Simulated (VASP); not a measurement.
Input for VASP

**INCAR**
```
SYSTEM=MgB2
PREC=Accurate; ENCUT=620; LREAL=.FALSE.
LASPH=.TRUE.
EDIFF=1E-6; NELM=100; ALGO=Normal
ISMEAR=1; SIGMA=0.1
GGA=PE
IBRION=2; NSW=40; ISIF=3
EDIFFG=-0.02; PSTRESS=100
LWAVE=.FALSE.; LCHARG=.FALSE.
```

### KPOINTS
```
Regular mesh
0
gamma
 12 12 9
```

POSCAR:
```
MgB2
1.0
  1.5131697393  -2.6208863017   0.0000000000
  1.5131697393   2.6208863017   0.0000000000
  0.0000000000   0.0000000000   3.4119358115
Mg B
1 2
Direct
  0.0000000000   1.0000000000   1.0000000000
  0.3333330000   0.6666670000   0.5000000000
  0.6666670000   0.3333330000   0.5000000000
```

POTCAR, in this order: Mg B (PBE.64 set). Program: vasp_std.

Task: Translate this PBE calculation to Quantum ESPRESSO's pw.x.

Result: One equivalent input (not run):
```
&CONTROL
  calculation = 'vc-relax'
  pseudo_dir = './pseudo'
  outdir = './out'
  tprnfor = .true.
  tstress = .true.
  nstep = 40
  forc_conv_thr = 0.00078
/
&SYSTEM
  ibrav = 0
  nat = 3
  ntyp = 2
  ecutwfc = 84
  occupations = 'smearing'
  smearing = 'methfessel-paxton'
  degauss = 0.00735
  input_dft = 'pbe'
/
&ELECTRONS
  conv_thr = 7.3e-08
  electron_maxstep = 100
/
&IONS
/
&CELL
  press = 100
/
ATOMIC_SPECIES
  Mg 24.305 Mg.upf
  B 10.810 B.upf
CELL_PARAMETERS angstrom
     1.5131697   -2.6208863    0.0000000
     1.5131697    2.6208863    0.0000000
    -0.0000000   -0.0000000    3.4119358
ATOMIC_POSITIONS crystal
  Mg   0.0000000  1.0000000  1.0000000
  B    0.3333330  0.6666670  0.5000000
  B    0.6666670  0.3333330  0.5000000
K_POINTS automatic
  12 12 9 0 0 0
```
The two are equivalent in intent, not identical: the potentials are each code's own (VASP's PAW set, PseudoDojo norm-conserving files in pw.x), so ENCUT and ecutwfc are chosen apart and not converted; conv_thr bounds pw.x's estimated SCF error, while EDIFF bounds the energy change between steps; forc_conv_thr acts on force components and is met together with etot_conv_thr.

The compound is MgB2 in the AlB2 type structure. It was relaxed first under an external pressure of 10 GPa.
